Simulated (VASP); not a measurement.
```
Rh
1.0
    0.00000     1.87383     1.87383
    1.87383     0.00000     1.87383
    1.87383     1.87383     0.00000
Rh
1
Direct
  0.00000   0.00000   0.00000
```

Level of theory: PBE GGA, VASP's PBE PAW potentials (set 64) (plane waves; VASP 6.6.1). Run with 500 eV cut-off, 17×17×17 Γ-centred mesh, first-order Methfessel-Paxton smearing of 0.10 eV, potentials Rh_pv.

### Question
What does the run give for the energy per atom (σ→0), pressure, band gap (on the k-mesh) with the smallest direct gap where there is one?

### Answer

The band gap (on the k-mesh) is none (metal, semimetal or under 0.01 eV). The energy per atom (σ→0) is -7.210 eV/atom and the pressure is 19.81 GPa.

Only differences to runs with the same potentials and settings are physical.

The compound is Rh in the fcc structure. It was relaxed first under an external pressure of 20 GPa.
